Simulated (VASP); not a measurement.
A cell of ZrO₂ (fluorite) near equilibrium:

```xyz
3
Lattice="0.0000 2.5460 2.5460 2.5460 0.0000 2.5460 2.5460 2.5460 0.0000" Properties=species:S:1:pos:R:3 pbc="T T T"
Zr     0.0000     0.0000     0.0000
O      1.2730     1.2730     1.2730
O      3.8190     3.8190     3.8190
```

Method: r2SCAN meta-GGA, VASP's PBE PAW potentials (set 64) (plane waves; VASP).

```
run               ΔE (meV/atom)    σxx    σyy    σzz  largest shear component, with its sign (GPa)  largest force (eV/Å)  gap (eV)
----------------  -------------  -----  -----  -----  --------------------------------------------  --------------------  --------
as it is                    0.0  -0.28  -0.28  -0.28                                          0.00                 0.000      3.87
after one change            1.3   0.79   3.12   3.12                                          0.00                 0.000      3.86
```
Stress is in GPa, positive when the cell is compressed; gaps are those on the k-mesh, and 0.00 means metallic.

What was changed between the two runs?
A. biaxial strain of -0.5 % in the xz plane
B. shear strain γ_xy = +1.5 %
C. biaxial strain of -0.5 % in the yz plane
D. isotropic strain of -0.5 %

C, biaxial strain of -0.5 % in the yz plane

The compound is ZrO2 in the fluorite structure, the high-temperature cubic form, which is unstable at 0 K; the monoclinic form is the stable one.
